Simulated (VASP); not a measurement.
Input:

```yaml
crystal:
  lattice:
    - [0.00000, 2.60482, 2.60482]
    - [2.60482, 0.00000, 2.60482]
    - [2.60482, 2.60482, 0.00000]
  atoms:
    - { symbol: Pt, position: [0.00000, 0.00000, 0.00000] }
    - { symbol: Se, position: [0.50000, 0.50000, 0.50000] }
```

The numbers are results of PBEsol GGA, VASP's PBE PAW potentials (set 64) (plane waves; VASP), not measurements. Settings: 400 eV cut-off, Gaussian smearing of 0.050 eV, potentials Pt Se.

Problem. Give the energies of bands 2 to 10 at the high-symmetry points, in eV from the Fermi level.

Solution. 
| band | Γ | X | U | L | W |
|---|---|---|---|---|---|
| 2 | -3.35 | -5.98 | -6.18 | -8.08 | -5.98 |
| 3 | -3.35 | -4.33 | -5.81 | -5.73 | -5.58 |
| 4 | -3.35 | -3.30 | -4.98 | -5.73 | -5.58 |
| 5 | -3.34 | -3.30 | -2.97 | -2.25 | -1.93 |
| 6 | -3.34 | -2.81 | -2.07 | -2.25 | -1.93 |
| 7 | -1.48 | -1.87 | -1.53 | -1.73 | -1.87 |
| 8 | -1.48 | -1.87 | -1.44 | 3.13 | -1.83 |
| 9 | -1.48 | -1.29 | -0.10 | 3.13 | -1.41 |
| 10 | 1.56 | 0.15 | 2.87 | 3.15 | 5.35 |

It has no gap at this level: it comes out as a metal or semimetal.

The structure was generated: PtSe was put into the rock salt type (Fm-3m), which need not be its known phase. It was relaxed first, which changed the volume by -16 %.
